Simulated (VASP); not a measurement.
Method: revTPSS meta-GGA, VASP's PBE PAW potentials (set 64) (plane waves; VASP).

Input for VASP

**INCAR**
```
! general
SYSTEM  = Na
PREC    = Accurate
ENCUT   = 520   ! plane-wave cut-off (eV)
LREAL   = .FALSE.   ! projection in real space or not
LASPH   = .TRUE.   ! aspherical one-centre terms

! electronic loop
EDIFF   = 1E-7
NELM    = 100   ! most electronic steps
ALGO    = Normal   ! blocked Davidson
LMIXTAU = .TRUE.

! smearing
ISMEAR  = -5   ! tetrahedra, Bloechl

! functional
METAGGA = RTPSS

! ions
ISIF    = 2   ! forces and stress, cell fixed

! output
LWAVE   = .FALSE.
LCHARG  = .FALSE.
LORBIT  = 11
NEDOS   = 601
```

File KPOINTS_OPT:
```
k-points along high-symmetry lines
10
Line-mode
Reciprocal
  0.000000   0.000000   0.000000 ! GAMMA
  0.500000  -0.500000   0.500000 ! H

  0.500000  -0.500000   0.500000 ! H
  0.000000  -0.000000   0.500000 ! N

  0.000000  -0.000000   0.500000 ! N
  0.000000   0.000000   0.000000 ! GAMMA

  0.000000   0.000000   0.000000 ! GAMMA
  0.250000   0.250000   0.250000 ! P

  0.250000   0.250000   0.250000 ! P
  0.500000  -0.500000   0.500000 ! H

  0.250000   0.250000   0.250000 ! P
  0.000000  -0.000000   0.500000 ! N
```

File KPOINTS:
```
Automatic mesh
0
Gamma
 14 14 14
```

POSCAR:
```
Na
1
   -2.0969593653     2.0969593653     2.0969593653
    2.0969593653    -2.0969593653     2.0969593653
    2.0969593653     2.0969593653    -2.0969593653
Na
1
Direct
  0.0000000000   0.0000000000   0.0000000000
```

POTCAR, in this order: Na_pv (PBE.64 set). Program: vasp_std.

The resulting files:

File OSZICAR:
```
       N       E                     dE             d eps       ncg     rms          rms(c)
DAV:   1     0.768001886975E+02    0.76800E+02   -0.12338E+04  1694   0.623E+03
DAV:   2     0.874528419576E+01   -0.68055E+02   -0.67982E+02  2842   0.784E+02
DAV:   3     0.386548188852E+01   -0.48798E+01   -0.48793E+01  2912   0.269E+02
DAV:   4     0.345281932353E+01   -0.41266E+00   -0.41268E+00  2912   0.866E+01
DAV:   5     0.340735841879E+01   -0.45461E-01   -0.45469E-01  2912   0.306E+01    0.660E-01
DAV:   6    -0.268484903071E+01   -0.60922E+01   -0.11173E+01  1470   0.469E+01    0.672E-01
DAV:   7    -0.283668624276E+01   -0.15184E+00   -0.20807E-01  1981   0.867E+00    0.390E-01
DAV:   8    -0.284142933768E+01   -0.47431E-02   -0.39856E-03  1652   0.122E+00    0.428E-01
DAV:   9    -0.272000153732E+01    0.12143E+00   -0.34698E+03  1456   0.613E+04    0.133E-01
DAV:  10    -0.283828806132E+01   -0.11829E+00   -0.44714E-01  1456   0.101E+01    0.172E-01
DAV:  11    -0.284348360533E+01   -0.51955E-02   -0.36076E-03  1631   0.637E-01    0.172E-01
DAV:  12    -0.284412327312E+01   -0.63967E-03   -0.21315E-04  1491   0.182E-01    0.168E-01
DAV:  13    -0.284123123373E+01    0.28920E-02   -0.49520E-03  1456   0.150E+00    0.462E-02
DAV:  14    -0.284147357183E+01   -0.24234E-03   -0.68297E-04  1498   0.378E-01    0.187E-02
DAV:  15    -0.284168188881E+01   -0.20832E-03   -0.20260E-04  1456   0.212E-01    0.716E-03
DAV:  16    -0.284169958066E+01   -0.17692E-04   -0.70852E-05  1526   0.165E-01    0.108E-02
DAV:  17    -0.284170942687E+01   -0.98462E-05   -0.17031E-05  1456   0.791E-02    0.573E-03
DAV:  18    -0.284170677834E+01    0.26485E-05   -0.17246E-06  1568   0.146E-02    0.465E-03
DAV:  19    -0.284170942918E+01   -0.26508E-05   -0.30112E-06  1456   0.248E-02    0.238E-03
DAV:  20    -0.284171089939E+01   -0.14702E-05   -0.58600E-07  1526   0.111E-02    0.107E-03
DAV:  21    -0.284171007406E+01    0.82533E-06   -0.19774E-07  1456   0.646E-03    0.491E-04
DAV:  22    -0.284171025167E+01   -0.17761E-06   -0.15460E-07  1484   0.610E-03    0.632E-05
DAV:  23    -0.284171007725E+01    0.17442E-06   -0.74242E-09  1176   0.118E-03    0.378E-05
DAV:  24    -0.284171011814E+01   -0.40886E-07   -0.12049E-09   819   0.398E-04
   1 F= -.28417101E+01 E0= -.28417101E+01  d E =0.000000E+00
       N       E                     dE             ncg
```

File OUTCAR:
```
------------------------ aborting loop because EDIFF is reached ----------------------------------------
  FORCE on cell =-STRESS in cart. coord.  units (eV):
  Direction    XX          YY          ZZ          XY          YZ          ZX
  --------------------------------------------------------------------------------------
  Total        0.0113495      0.0113495      0.0113495      0.0000000     -0.0000000      0.0000000
  in kB        0.4930125      0.4930125      0.4930125      0.0000000     -0.0000000      0.0000000
  external PRESSURE =       0.4930125 kB  Pullay stress =       0.0000000 kB
  volume of cell :       36.88
      direct lattice vectors                 reciprocal lattice vectors
    -2.096959365  2.096959365  2.096959365     0.000000000  0.238440481  0.238440481
     2.096959365 -2.096959365  2.096959365     0.238440481  0.000000000  0.238440481
     2.096959365  2.096959365 -2.096959365     0.238440481  0.238440481  0.000000000
 POSITION                                       TOTAL-FORCE (eV/Angst)
 -----------------------------------------------------------------------------------
      0.00000      0.00000      0.00000         0.000000      0.000000     -0.000000
 -----------------------------------------------------------------------------------
    total drift:                                0.000000     -0.000000     -0.000000
  FREE ENERGIE OF THE ION-ELECTRON SYSTEM (eV)
  ---------------------------------------------------
  free  energy   TOTEN  =        -2.8417101181 eV

  energy  without entropy=       -2.8417101181  energy(sigma->0) =       -2.84171012

 total charge

# of ion       s       p       d       tot
------------------------------------------
    1        0.093   5.973   0.000   6.066
```
(Selected blocks of OUTCAR.)

For a metal the tetrahedron method with Blöchl corrections gives inexact stress and forces.

The compound is Na in the bcc structure. It was relaxed first.
